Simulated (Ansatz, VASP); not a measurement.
# Cross-check of As between VASP and Ansatz

One calculation is typed for both programs; each brings its own data sets. How far apart do they land? The cell is taken from a series of runs on this material, whose earlier steps may have relaxed, scaled, displaced or heated it; both programs get it as it stands.

Program: Ansatz 0.2.0. Level of theory: plane waves, with VASP 6.6.1 beside it; single point at PBEsol and single point at PBEsol, spin-orbit coupling. Results are calculated unless marked as measured.

## Step 1: Set-up

The cell holds 2 atoms: 2 As. Its edges and angles: a = 3.544 Å, b = 3.544 Å, c = 26.000 Å, α = 90.0°, β = 90.0°, γ = 120.0°. Vacuum lies along c.

## Step 2: VASP: single point, PBEsol, pair 1

With cell and atoms fixed, the geometry can't cause a difference; cores, projectors, grids and the points listed under the comparison can.

Lines of VASP's logs that name or quote its potential files are left out, and so is its time.

Input file INCAR:

```
SYSTEM = As
PREC = Accurate
ENCUT = 400
EDIFF = 1E-06
NELM = 120
ISMEAR = 0
SIGMA = 0.01
LREAL = .FALSE.
ALGO = Normal
GGA = PS
NBANDS = 11
LORBIT = 11
LWAVE = .FALSE.
LCHARG = .FALSE.
ISIF = 2
LDIPOL = .TRUE.
IDIPOL = 3
DIPOL = 0.5 0.5 0.5
LVHAR = .TRUE.
LASPH = .TRUE.
GGA_COMPAT = .FALSE.
EFERMI = MIDGAP
NELMDL = -8
KPAR = 2
```

Input file POSCAR:

```
As
1.0
    3.5443795165      0.0000000000      0.0000000000
   -1.7721897582      3.0695227019      0.0000000000
    0.0000000000      0.0000000000     26.0000000000
As
2
Direct
    0.3333333333      0.6666666667      0.4732891036
    0.6666666666      0.3333333334      0.5267108964
```

Input file KPOINTS:

```
Automatic mesh
0
Gamma
12 12 1
0 0 0
```

The projector-augmented-wave data sets are As (PBE family, release 64).

Run with:

```
$ mpirun -np 2 vasp_std
```

Numbers of over 12 decimals in the logs are rounded to 6 here.

Output:

```text
[banner, memory and clock lines left out]
running    2 mpi-ranks, on    1 nodes
 distrk:  each k-point on    1 cores,    2 groups
 distr:  one band on    1 cores,    1 groups

 POSCAR found type information on POSCAR As
 POSCAR found :  1 types and       2 ions
|                                                                             |
|               ----> ADVICE to this user running VASP <----                  |
|                                                                             |
|     You enforced a specific xc type in the INCAR file but a different       |
|     [... a line on the potential file left out ...]
|     I HOPE YOU KNOW WHAT YOU ARE DOING!                                     |
|                                                                             |

 LDA part: xc-table for (Slater+PW92), standard interpolation
 POSCAR, INCAR and KPOINTS ok, starting setup
 FFT: planning ... GRIDC
 FFT: planning ... GRID_SOFT
 FFT: planning ... GRID
 WAVECAR not read
 entering main loop
       N       E                     dE             d eps       ncg     rms          rms(c)
DAV:   1     0.567877902833E+02    0.56788E+02   -0.24838E+03   418   0.471E+02
DAV:   2    -0.470776722603E+01   -0.61496E+02   -0.54919E+02   696   0.891E+01
DAV:   3    -0.100259064574E+02   -0.53181E+01   -0.53067E+01   579   0.358E+01
DAV:   4    -0.100981132628E+02   -0.72207E-01   -0.72177E-01   617   0.489E+00
DAV:   5    -0.100983443337E+02   -0.23107E-03   -0.23107E-03   600   0.264E-01
DAV:   6    -0.100983454632E+02   -0.11294E-05   -0.11295E-05   594   0.185E-02
DAV:   7    -0.100983454704E+02   -0.72391E-08   -0.72195E-08   599   0.125E-03
DAV:   8    -0.100983454705E+02   -0.85265E-10   -0.87296E-10   539   0.119E-04    0.347E+00
DAV:   9    -0.100416998200E+02    0.56646E-01   -0.25257E-02   496   0.766E-01    0.204E+00
DAV:  10    -0.100108699214E+02    0.30830E-01   -0.50136E-02   510   0.111E+00    0.113E-01
DAV:  11    -0.100108470855E+02    0.22836E-04   -0.13605E-03   505   0.197E-01    0.313E-02
DAV:  12    -0.100107092583E+02    0.13783E-03   -0.12082E-04   616   0.567E-02    0.218E-02
DAV:  13    -0.100105944492E+02    0.11481E-03   -0.25887E-04   537   0.612E-02    0.171E-02
DAV:  14    -0.100106319042E+02   -0.37455E-04   -0.30111E-06   528   0.997E-03    0.100E-02
DAV:  15    -0.100108395904E+02   -0.20769E-03   -0.40999E-05   542   0.249E-02    0.583E-03
DAV:  16    -0.100108614526E+02   -0.21862E-04   -0.93339E-07   637   0.449E-03    0.267E-03
DAV:  17    -0.100109081400E+02   -0.46687E-04   -0.46607E-06   546   0.639E-03    0.211E-03
DAV:  18    -0.100109176060E+02   -0.94659E-05   -0.14380E-07   605   0.121E-03    0.771E-04
DAV:  19    -0.100109384324E+02   -0.20826E-04   -0.88003E-07   523   0.263E-03    0.566E-04
DAV:  20    -0.100109449698E+02   -0.65374E-05   -0.25675E-07   546   0.141E-03    0.156E-04
DAV:  21    -0.100109457739E+02   -0.80407E-06   -0.91515E-09   419   0.301E-04
   1 F= -.10010946E+02 E0= -.10010946E+02  d E =0.000000E+00
```

OUTCAR, selected parts (step 2):

```text
ion  position               nearest neighbor table
   1  0.333  0.667  0.473-   2 2.47   2 2.47   2 2.47
   2  0.667  0.333  0.527-   1 2.47   1 2.47   1 2.47

  LATTYP: Found a hexagonal cell.
 ALAT       =     3.5443795165
 C/A-ratio  =     7.3355575719

 Subroutine GETGRP returns: Found 12 space group operations
 (whereof 12 operations were pure point group operations)

The static configuration has the point symmetry D_3d.

 Found     19 irreducible k-points:

   k-points           NKPTS =     19   k-points in BZ     NKDIM =     19   number of bands    NBANDS=     11

   dimension x,y,z NGX =    24 NGY =   24 NGZ =  180
   dimension x,y,z NGXF=    48 NGYF=   48 NGZF=  360

   ENCUT  =  400.0 eV  29.40 Ry    5.42 a.u.   5.78  5.78 42.40*2*pi/ulx,y,z

   NELECT =      10.0000    total number of electrons

 k-points in reciprocal lattice and weights: Automatic mesh
   0.00000000  0.00000000  0.00000000       0.007
   0.08333333  0.00000000  0.00000000       0.042
   0.16666667  0.00000000  0.00000000       0.042
   0.25000000  0.00000000  0.00000000       0.042
   0.33333333  0.00000000  0.00000000       0.042
   0.41666667  0.00000000  0.00000000       0.042
   0.50000000  0.00000000  0.00000000       0.021
   0.08333333  0.08333333  0.00000000       0.042
   0.16666667  0.08333333  0.00000000       0.083
[...]
0.33333333  0.25000000  0.00000000       0.083
   0.33333333  0.33333333  0.00000000       0.014

 dipolmoment           0.000000      0.000000      0.000000 electrons x Angstroem

 average (electrostatic) potential at core
       1 -57.8932       2 -57.8932

 E-fermi :  -3.0986

 k-point     1 :       0.0000    0.0000    0.0000
  band No.  band energies     occupation
      1     -17.7234      2.00000
      2     -11.1650      2.00000
      3      -4.5798      2.00000
      4      -3.8430      2.00000
      5      -3.8430      2.00000
      6      -1.7647      0.00000
      7      -0.2895      0.00000
      8      -0.2895      0.00000
      9       1.0130      0.00000
     10       1.2697      0.00000
    ...

 k-point     2 :       0.0833    0.0000    0.0000
  band No.  band energies     occupation
      1     -17.6264      2.00000
      2     -11.1404      2.00000
      3      -4.7942      2.00000
      4      -4.5272      2.00000
      5      -4.0672      2.00000
      6      -1.1586      0.00000
      7      -0.3779      0.00000
      8      -0.0606      0.00000
      9       1.1537      0.00000
     10       1.3817      0.00000
    ...

 k-point     3 :       0.1667    0.0000    0.0000
  band No.  band energies     occupation
      1     -17.3379      2.00000
      2     -11.1155      2.00000
      3      -6.2163      2.00000
      4      -4.5591      2.00000
      5      -4.4057      2.00000
      6      -1.6005      0.00000
      7       0.3790      0.00000
      8       0.3804      0.00000
      9       1.5003      0.00000
     10       1.7330      0.00000
    ...

  Total        0.1086574      0.1086574      0.1608234      0.0000000      0.0000000     -0.0000000
  in kB        0.6154397      0.6154397      0.9109099      0.0000000      0.0000000     -0.0000000
  external PRESSURE =       0.7139298 kB  Pullay stress =       0.0000000 kB

  energy-cutoff  :      400.00
  volume of cell :      282.87
      direct lattice vectors                 reciprocal lattice vectors
     3.544379516  0.000000000  0.000000000     0.282136830  0.162891775  0.000000000
    -1.772189758  3.069522702  0.000000000     0.000000000  0.325783549  0.000000000
     0.000000000  0.000000000 26.000000000     0.000000000  0.000000000  0.038461538

 POSITION                                       TOTAL-FORCE (eV/Angst)
 -----------------------------------------------------------------------------------
     -0.00000      2.04635     12.30552        -0.000000      0.000000     -0.121759
      1.77219      1.02317     13.69448         0.000000     -0.000000      0.121759
 -----------------------------------------------------------------------------------
    total drift:                                0.000000     -0.000000     -0.000000

  FREE ENERGIE OF THE ION-ELECTRON SYSTEM (eV)
  ---------------------------------------------------
  free  energy   TOTEN  =       -10.0109457739 eV

  energy  without entropy=      -10.0109457739  energy(sigma->0) =      -10.01094577

 vacuum level on the upper side and lower side of the slab         1.487         1.487

 total charge
# of ion       s       p       d       tot
------------------------------------------
    1        1.296   1.389   0.046   2.731
    2        1.296   1.389   0.046   2.731
--------------------------------------------------
tot          2.592   2.779   0.092   5.462

[... 3 further parts left out ...]
```

## Step 3: Ansatz: single point, PBEsol, pair 1

Ansatz runs on its default PAW (the set named soft_2) files.

The same cell, functional and mesh now go to Ansatz, which takes its cutoff from its data sets.

Input file input.yaml:

```yaml
crystal:
  lattice:
    - [3.5443795165, 0.0, 0.0]
    - [-1.7721897582, 3.0695227019, 0.0]
    - [0.0, 0.0, 26.0]
  atoms:
    - { symbol: As, position: [0.3333333333, 0.6666666667, 0.4732891036] }
    - { symbol: As, position: [0.6666666667, 0.3333333333, 0.5267108964] }
  periodic: [true, true, false]
kpoints:
  mp_grid: { grid: [12, 12, 1] }
hamiltonian:
  xc: pbesol
scf:
  occupations: { method: fixed }
  n_extra_bands: 138
output:
  wannier:
    kmesh: [12, 12, 1]
    projections: [{ species: As, l: p, shell: 4 }]
    minimise: true
    write_hr: true
    seedname: w
    conv_tol: 1.0e-07
    max_iter: 4000
    disentanglement:
      window: [-10.14, 1.18]
      frozen_window: [-10.14, -1.82]
      conv_tol: 1.0e-08
```

Run with:

```
$ ansatz run input.yaml --threads 12 --pin off --max-ram 27648MiB --backend cpu --events-out ev --progress --plain --runs-dir out
```

Output:

```text
scf.n_extra_bands = 138 over 15 filled bands (N_el = 30.0): the run solves 153 bands
Engine: ansatz 0.2.0, aarch64-unknown-linux-gnu
Pseudopotentials: kind: paw
Pseudopotential: As, paw, valence charge 15, recommended cutoff 420 eV (normal), As.paw.azcp
Functional definition: PBEsol
  exchange = pbesol_x
  correlation = pbesol_c
Crystal: 2 atoms, lattice volume = 282.868 Å³
Basis set: ecut = 420 eV, 5469 PW (Γ)
Bands: 153, of which v1, the nominal top of the filled ones, is band 15 counted from 1 (14 counted from 0)
Symmetry: 12 space group operations
Space group: P-3m1 (ITA 164), of the structure as read, at distance tolerance 6.6e-5 Å
k-points: 19 of 144
Non-local potential: As, projectors of the file, l = 0: 2, l = 1: 2, l = 2: 3, l = 3: 1
PAW form: soft (Blöchl's): semilocal exchange-correlation on the pseudo side does not see the compensation charge
PAW frozen core: As, regenerated for the run's functional, and the local potential with it (the file was generated under x = pbe(κ = 0.804, μ = 0.219515), c = pbe(β = 0.066725))
PAW one-centre angular grid: As, 590 points (default); XC on 64 Gauss nodes
Initial density: superposition of atomic densities (neutral atoms: chi_scale 0, normalization atom), corrected by the library's trained network
Initial wavefunctions: pseudopotential atomic-orbital guess
Functional: x = pbesol(κ = 0.804, μ = 0.123457), c = pbesol(β = 0.046)
SCF iter   1: F=—  HF=-9625.849965 eV  |F-HF|=—  |Δ(HF+E_count)|=         —  Δρ=1.11e-3  dr2=4.10e-3  ethr=1.77e-3  ⟨swp⟩=4.5  Hψ=10115  notcnv=0  defer=2555
preconditioner: auto → none  [insulator: Δε(μ)=1.486 eV  Ē_g=30.955 eV  n_scr=14 (ndim 8)  ℏωp=7.0 eV  f_vac=0.792  ε∞_Penn≈1.1]
SCF iter   2: F=—  HF=-9625.849164 eV  |F-HF|=—  |Δ(HF+E_count)|=   8.01e-4  Δρ=4.53e-4  dr2=4.95e-4  ethr=1.37e-5  ⟨swp⟩=3.9  Hψ=3701  notcnv=0  defer=2583
SCF iter   3: F=—  HF=-9625.849432 eV  |F-HF|=—  |Δ(HF+E_count)|=   2.68e-4  Δρ=1.21e-4  dr2=2.16e-5  ethr=1.65e-6  ⟨swp⟩=3.4  Hψ=764  notcnv=0  defer=2581
SCF iter   4: F=—  HF=-9625.849479 eV  |F-HF|=—  |Δ(HF+E_count)|=   4.68e-5  Δρ=2.37e-5  dr2=3.01e-6  ethr=7.21e-8  ⟨swp⟩=2.6  Hψ=1238  notcnv=0  defer=2580
iter 5 did not close the SCF: its close was put off for the readings that it lacked (scf_convergence_deferred on its scf_iter line)
SCF iter   5: F=-9625.849478 eV  HF=-9625.849478 eV  |F-HF|=6.42e-8  |Δ(HF+E_count)|=   1.16e-6  Δρ=5.91e-6  dr2=6.09e-8  ethr=1.00e-8  ⟨swp⟩=2.9  Hψ=1004  notcnv=0  defer=2580
SCF iter   6: F=-9625.849478 eV  HF=-9625.849478 eV  |F-HF|=5.82e-9  |Δ(HF+E_count)|=   8.00e-8  Δρ=1.11e-6  dr2=3.58e-9  ethr=2.03e-10  ⟨swp⟩=18.5  Hψ=36040  notcnv=0
SCF 1 converged in 6 iterations: F = -9625.849478 eV  dr2 = 3.58e-9
  greatest PAW one-centre occupation: 0.999 electrons in one spin orbital (limit 2), on the As atom at site 1 (counted from 0), in its partial waves of l = 2
NSCF: frozen V_eff on 22 k-points
the Wannier pass solved 22 of the 144 points of its mesh, and has the states at the others by symmetry: states obtained by the crystal's operations at points that were solved too leave a residual of 7.58e-13 eV (read by the count's bands and the next), within 1.11e-5 eV
SCF converged after 6 iterations
Free energy (F): -9625.849478 eV
Harris-Foulkes:  -9625.849478 eV  (|F-HF|=5.82e-9)
Internal energy: -9625.849478 eV  (E = F + TS)
E sigma→0 (E₀):  -9625.849478 eV
Fermi energy:    -5.304374 eV
--- Per-component energies (eV) ---
  E_band       = -916.850960
  E_kinetic    = 204.945020
  E_local      = -44881.394784  (includes V_loc(G=0)·N_el)
  E_nonlocal   = -1336.804336
  E_hartree    = 22394.901250
  E_xc         = -156.718089
  E_vxc        = -157.427106  (∫ρ·V_xc dr)
  E_paw        = -3584.833085  (= ΣΔE_a)
  E_vpaw       = 464.027181  (= ΣTr[D̂ρ^β])
  E_aug_tail   = 0.000014  (compensation charges beyond the density's cutoff)
  E_ewald      = 17732.121675
  E_core_change = 1.932857  (= ΣΔE_core)
  E_smearing   = -0.000000  (= −TS)
  E_closure    = 0.000000  (closes the sum)
  Σ components = -9625.849478   (vs F -9625.849478, Δ=0.00e0)
--- Band table (eV; the first three rows and the last of 19) ---
  k-point 0: bands = [... 11 lower, -12.6661, -6.0670, -5.3044, -5.3044, -3.2166, -1.7608 (-1.7608°), -1.7608 (-1.7608°), -0.4695 (-0.4747°), ... 134 higher]
  k-point 1: bands = [... 11 lower, -12.6414, -6.2505, -6.0149, -5.5279, -2.6181, -1.8496 (-1.8496°), -1.5340 (-1.5340°), -0.3276 (-0.3334°), ... 134 higher]
  k-point 2: bands = [... 11 lower, -12.6153, -7.6694, -6.0185, -5.8951, -3.0678, -1.0980 (-1.0980°), -1.0943 (-1.0944°), 0.0206 (0.0147°), ... 134 higher]
  k-point 18: bands = [... 11 lower, -15.4265, -9.9900, -7.4651, -7.4651, -3.5174, -0.7436, -0.7436, 2.7554, ... 134 higher]
  ° read free of the cell's end (the report's vacuum.weakly_bound_levels)
  °? not known for the slab's own: over its row's bound_up_to_ev there, or no deeper under its free states than its continued_xc_part_ev in size
Wannier search: line search 1 of at most 4000: gauge-dependent spread (as the search counts it) 0.9640249 Å², largest recent change 1.9e-1 Å² and fall left 4.7e-5 Å² against conv_tol 1.0e-7 Å², 0 stops escaped
```

## Step 4: Differences

Known differences besides the potentials themselves: fixed occupations in Ansatz, narrow Gaussian smearing in VASP; Ansatz cuts the interaction across the vacuum, VASP repeats the sheet with a dipole correction; the data sets hold 30 valence electrons in Ansatz (on its default PAW (the set named soft_2) files) and 10 in VASP; the cutoff is 420 eV in Ansatz and 400 eV in VASP; Ansatz makes its cores anew for this functional, VASP keeps those of its PBE data sets. Total energies have different zeros and are not compared.

The two programs side by side:

```
              quantity  Ansatz   VASP  difference
gap on the k mesh (eV)   1.486  1.489      -0.003
```

A gap on the mesh is an upper bound, since the band edges may lie between its points. With vacuum in the cell, a pressure given here is an average over mostly empty space and none of the material.

## Step 5: VASP: single point, PBEsol, pair 2

A single point gives forces, pressure and levels at one fixed geometry, so differences don't come from the geometry; what else differs is listed under the comparison.

Edit INCAR of step 2 so:

```diff
@@ -5,4 +5,4 @@
 NELM = 120
-ISMEAR = 0
-SIGMA = 0.01
+ISMEAR = -1
+SIGMA = 0.02
 LREAL = .FALSE.
```

POSCAR is that of step 2.

KPOINTS is that of step 2.

Run with:

```
$ mpirun -np 2 vasp_std
```

Output:

```text
[banner, memory and clock lines left out]
running    2 mpi-ranks, on    1 nodes
[...]
[... a notice as in an earlier step ...]

 LDA part: xc-table for (Slater+PW92), standard interpolation
 POSCAR, INCAR and KPOINTS ok, starting setup
[...]
entering main loop
       N       E                     dE             d eps       ncg     rms          rms(c)
DAV:   1     0.567851703777E+02    0.56785E+02   -0.24838E+03   418   0.471E+02
DAV:   2    -0.470776722603E+01   -0.61493E+02   -0.54985E+02   696   0.891E+01
[... 9 cycles as in an earlier step ...]
DAV:  12    -0.100107092584E+02    0.13783E-03   -0.12082E-04   616   0.567E-02    0.218E-02
DAV:  13    -0.100105944491E+02    0.11481E-03   -0.25887E-04   537   0.612E-02    0.171E-02
DAV:  14    -0.100106319041E+02   -0.37455E-04   -0.30111E-06   528   0.997E-03    0.100E-02
DAV:  15    -0.100108395905E+02   -0.20769E-03   -0.40999E-05   542   0.249E-02    0.583E-03
DAV:  16    -0.100108614525E+02   -0.21862E-04   -0.93339E-07   637   0.449E-03    0.267E-03
DAV:  17    -0.100109081401E+02   -0.46688E-04   -0.46607E-06   546   0.639E-03    0.211E-03
[... 3 cycles as in an earlier step ...]
DAV:  21    -0.100109457739E+02   -0.80410E-06   -0.91512E-09   419   0.301E-04
   1 F= -.10010946E+02 E0= -.10010946E+02  d E =-.443428E-17
```

OUTCAR, selected parts (step 5):

```text
  Total        0.1086574      0.1086574      0.1608234      0.0000000      0.0000000      0.0000000
  in kB        0.6154397      0.6154397      0.9109099      0.0000000      0.0000000      0.0000000
  external PRESSURE =       0.7139298 kB  Pullay stress =       0.0000000 kB

 POSITION                                       TOTAL-FORCE (eV/Angst)
 -----------------------------------------------------------------------------------
     -0.00000      2.04635     12.30552         0.000000     -0.000000     -0.121759
      1.77219      1.02317     13.69448        -0.000000      0.000000      0.121759
 -----------------------------------------------------------------------------------
    total drift:                                0.000000     -0.000000     -0.000000

[... 4 parts as in an earlier step ...]

[... 1 further part left out ...]
[key lines of the parts left out:]
E-fermi :  -3.0986
```

## Step 6: Ansatz: single point, PBEsol, pair 2

The same cell, functional, mesh and smearing now go to Ansatz, which takes its cutoff from its data sets.

The cell is taken from a series of runs on this material, whose earlier steps may have relaxed, scaled, displaced or heated it; both programs get it as it stands.

input.yaml, the sections that differ from step 3:

```yaml
kpoints:
  mp_grid: { grid: [12, 12, 1] }
  band_path:
    path:
      - [0, 0, 0]
      - [0.5, 0, 0]
      - [0.3333333333333, 0.3333333333333, 0]
      - [0, 0, 0]
    npoints: 10
scf:
  occupations: { method: fermi_dirac, width: 0.02 }
  n_extra_bands: 138
output:
  eigenvalues: true
  forces: true
  stress: true
  fatbands: true
  write_density: true
  write_potential: true
  elf: true
  volumetric_format: npy
# crystal, hamiltonian: as in step 3
```

Run with:

```
$ ansatz run input.yaml --threads 12 --pin off --max-ram 27648MiB --backend cpu --events-out ev --progress --plain --runs-dir out
```

Output:

```text
[...]
Crystal: 2 atoms, lattice volume = 282.868 Å³
Basis set: ecut = 420 eV, 5469 PW (Γ), exchange–correlation on 48×48×360 points (8 copies of the dense FFT grid, shifted against one another)
Bands: 153, of which v1, the nominal top of the filled ones, is band 15 counted from 1 (14 counted from 0)
Symmetry: 12 space group operations
[...]
k-points: 19 of 144
[...]
k-point 1: bands = [... 11 lower, -12.6414, -6.2505, -6.0149, -5.5279, -2.6181, -1.8496 (-1.8496°), -1.5340 (-1.5340°), -0.3290 (-0.3345°), ... 134 higher]
  k-point 2: bands = [... 11 lower, -12.6153, -7.6694, -6.0185, -5.8952, -3.0678, -1.0980 (-1.0980°), -1.0947 (-1.0947°), 0.0193 (0.0137°), ... 134 higher]
  k-point 18: bands = [... 11 lower, -15.4265, -9.9900, -7.4652, -7.4652, -3.5175, -0.7437, -0.7437, 2.7553, ... 134 higher]
  ° read free of the cell's end (the report's vacuum.weakly_bound_levels)
[key lines of the parts left out:]
SCF converged after 6 iterations
Free energy (F): -9625.849482 eV
Fermi energy:    -4.572495 eV
P = ½ c Tr σ = -0.0088 N/m
```

(Part 1 of 2 ends here.)

[Lines on the potential files, build, host, timing and source positions are cut from VASP's logs without a mark.]

[Logs are printed without paths, hosts, clocks, repeated set-up lines and the standing remarks that a program may print on its own settings, such as how far it seeks lower states.]

[Hosts, paths, dates, database ids (printed as entryN), source tags and the programs' standing remarks are cut or masked in the printed files.]
